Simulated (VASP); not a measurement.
Here is the system:

```
Nd
1.0
   -2.07623     2.07623     2.07623
    2.07623    -2.07623     2.07623
    2.07623     2.07623    -2.07623
Nd
1
Direct
  0.00000   0.00000   0.00000
```

Method: r2SCAN meta-GGA, VASP's PBE PAW potentials (set 64) (plane waves; VASP). Run with 400 eV cut-off, 14×14×14 Γ-centred mesh, tetrahedra with Blöchl corrections, potentials Nd_3.

The 4f electrons are frozen in the core of the lanthanide potential, so 4f levels, which can set the real gap, and their magnetism are missing.

Q: Give the energies of bands 5 to 8 at the high-symmetry points, in eV from the Fermi level.

A: 
| band | Γ | H | N | P |
|---|---|---|---|---|
| 5 | -4.14 | -2.03 | -2.07 | 0.12 |
| 6 | 1.65 | -2.03 | -0.08 | 0.12 |
| 7 | 1.65 | 5.92 | 2.00 | 0.12 |
| 8 | 1.65 | 5.92 | 3.85 | 4.68 |

It has no gap at this level: it comes out as a metal or semimetal.

The structure was generated: Nd was put into the bcc type (Im-3m), which need not be its known phase. It was relaxed first.
